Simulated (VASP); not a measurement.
Computed with MS2 meta-GGA, VASP's PBE PAW potentials (set 64) (plane waves; VASP 6.6.1).

Input for VASP

**POSCAR**
```
RuAl
2.9828290
  1.0000000120   0.0000000000   0.0000000000
  0.0000000000   1.0000000120   0.0000000000
  0.0000000000   0.0000000000   1.0000000120
Al Ru
1 1
Cart
  0.5000000060   0.5000000060   0.5000000060
  0.0000000000   0.0000000000   0.0000000000
```

**INCAR**
```
SYSTEM = RuAl
PREC = Accurate; ENCUT = 520; LREAL = .False.
LASPH = .True.
EDIFF = 1E-7; NELM = 100; ALGO = Normal
LMAXMIX = 4; LMIXTAU = .True.
ISMEAR = -5
METAGGA = MS2
ISIF = 2
LWAVE = .False.; LCHARG = .False.; LORBIT = 11
NEDOS = 601
```

File KPOINTS:
```
K-points
0
Gamma
14 14 14
```

File KPOINTS_OPT:
```
k-points along high-symmetry lines
10
Line-mode
Reciprocal
  0.000000   0.000000   0.000000 ! GAMMA
  0.000000   0.500000   0.000000 ! X

  0.000000   0.500000   0.000000 ! X
  0.500000   0.500000   0.000000 ! M

  0.500000   0.500000   0.000000 ! M
  0.000000   0.000000   0.000000 ! GAMMA

  0.000000   0.000000   0.000000 ! GAMMA
  0.500000   0.500000   0.500000 ! R

  0.500000   0.500000   0.500000 ! R
  0.000000   0.500000   0.000000 ! X

  0.500000   0.500000   0.500000 ! R
  0.500000   0.500000   0.000000 ! M
```

POTCAR, in this order: Al Ru_pv (PBE.64 set). Program: vasp_std.

Q: Estimate the energy per atom (σ→0), band gap (over mesh and band path).

A: 
| Quantity | Value |
|---|---|
| energy per atom (σ→0) | -8.424 eV/atom |
| band gap (over mesh and band path) | none (metal, semimetal or under 0.01 eV) |

OSZICAR:
```
...
DAV:  14    -0.168479124727E+02   -0.33691E-04   -0.14091E-05  3148   0.557E-02    0.180E-02
DAV:  15    -0.168478747702E+02    0.37702E-04   -0.18423E-05  3132   0.539E-02    0.450E-03
DAV:  16    -0.168478725695E+02    0.22007E-05   -0.14860E-06  3076   0.138E-02    0.385E-03
DAV:  17    -0.168478718045E+02    0.76504E-06   -0.20771E-07  2436   0.764E-03    0.260E-03
DAV:  18    -0.168478719569E+02   -0.15244E-06   -0.61652E-08  1540   0.329E-03    0.675E-04
DAV:  19    -0.168478719333E+02    0.23642E-07   -0.36679E-08  1488   0.224E-03
   1 F= -.16847872E+02 E0= -.16847872E+02  d E =0.000000E+00
       N       E                     dE             ncg
```

The compound is RuAl in the CsCl type structure. It was relaxed first. The electron count is odd and the run is not spin-polarised, which forces a metal.
